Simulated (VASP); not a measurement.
Ta2SiN2:

```
Ta Si N
1.0
    -1.70000    1.70000    5.70000
     1.70000   -1.70000    5.70000
     1.70000    1.70000   -5.70000
Ta Si N
2 1 2
Direct
  0.35000 0.35000 0.00000
  0.65000 0.65000 0.00000
  0.00000 0.00000 0.00000
  0.75000 0.25000 0.50000
  0.25000 0.75000 0.50000
```

The cell was built by a generator and needn't be a form met in nature.

* Program: VASP 6.6.1
* Task: relaxation of cell and atoms
* Functional: PBE
* Potentials or basis: VASP PAW PBE potentials, release 64 (Ta_pv, Si, N)
* Cutoff: 520 eV
* k mesh: 6 × 6 × 6
* Occupations: gaussian, width 0.15 eV
* Spin: no spin polarisation

At the start: pressure 6.9 GPa; volume 13.18 Å³/atom.

Where does the relaxation end?

Over 4 steps the energy falls by 41.6 meV/atom and the volume is 13.36 Å³/atom (+1.4 %); space group I4/mmm (No. 139, to 0.05 Å).

Step by step:
```tsv
step	energy change (eV)	largest force (eV/Å)	pressure (GPa)	volume (Å³)
1	0.0000	1.1248	6.92	65.89
2	0.0668	1.7431	-14.93	71.39
3	-0.1301	0.2520	-4.07	68.29
4	-0.2079	0.0480	0.01	66.82
```

Final structure:
```
Ta Si N
1.0
    -1.75315    1.75315    5.43495
     1.75315   -1.75315    5.43495
     1.75315    1.75315   -5.43495
Ta Si N
2 1 2
Direct
  0.35248 0.35248 0.00000
  0.64752 0.64752 0.00000
  0.00000 0.00000 0.00000
  0.75000 0.25000 0.50000
  0.25000 0.75000 0.50000
```

Caveat: the k mesh is coarse (spacing up to 0.44 Å⁻¹), so the values aren't converged.
